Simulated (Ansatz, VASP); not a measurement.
# One calculation of KSO3F, two programs

```
K S O F
1.0
     8.82252    0.00000    0.00000
     0.00000    6.04081    0.00000
     0.00000    0.00000    7.55606
K S O F
4 4 12 4
Direct
  0.67748 0.25000 0.34162
  0.17748 0.25000 0.15838
  0.32252 0.75000 0.65838
  0.82252 0.75000 0.84162
  0.55570 0.25000 0.80047
  0.05570 0.25000 0.69953
  0.44430 0.75000 0.19953
  0.94430 0.75000 0.30047
  0.58380 0.04720 0.70217
  0.08380 0.45280 0.79783
  0.41620 0.54720 0.29783
  0.91620 0.95280 0.20217
  0.41620 0.95280 0.29783
  0.91620 0.54720 0.20217
  0.58380 0.45280 0.70217
  0.08380 0.04720 0.79783
  0.42286 0.25000 0.91202
  0.92286 0.25000 0.58798
  0.57714 0.75000 0.08798
  0.07714 0.75000 0.41202
  0.69690 0.25000 0.94580
  0.19689 0.25000 0.55420
  0.30311 0.75000 0.05420
  0.80310 0.75000 0.44580
```

The cell comes from a database or a generator and needn't be the stable form of this composition.

Alike in both runs: task electric field gradients; functional PBE; k mesh 3 × 4 × 3; occupations fermi-dirac, width 0.02 eV; no spin polarisation.

|  | VASP | Ansatz |
| --- | --- | --- |
| version | VASP 6.6.1 | Ansatz 0.2.0 |
| potentials or method | VASP PAW PBE potentials, release 64 (K_sv, S, O, F) | plane-wave PAW, scalar-relativistic |
| plane-wave cutoff (eV) | 520 | 420 |
| valence electrons in the cell | 160 | 160 |

|  | VASP | Ansatz | Ansatz less VASP |
| --- | --- | --- | --- |
| gap on the k mesh at the Fermi level (eV) | 5.11 | 5.16 | +0.042 |
| pressure (GPa) | 0.0 | 0.7 | +0.73 |
| largest component of the traceless stress (GPa) | 0.32 | 0.60 | +0.279 |
| rms of the force components (eV/Å) | 0.088 | 0.201 | +0.1125 |
| Vzz of the field gradient on the site that differs most (V/Å²) | 99.6 | 92.2 | -7.39 |

Atom by atom the forces differ by 0.125 eV/Å (rms over components). One of these differences is far larger than is usual between the two programs; its cause wasn't traced. With one functional, cell and mesh, what is left measures potentials, basis and numerics.

Caveats: an odd mesh through Γ misses points on the zone boundary, where band edges often lie.
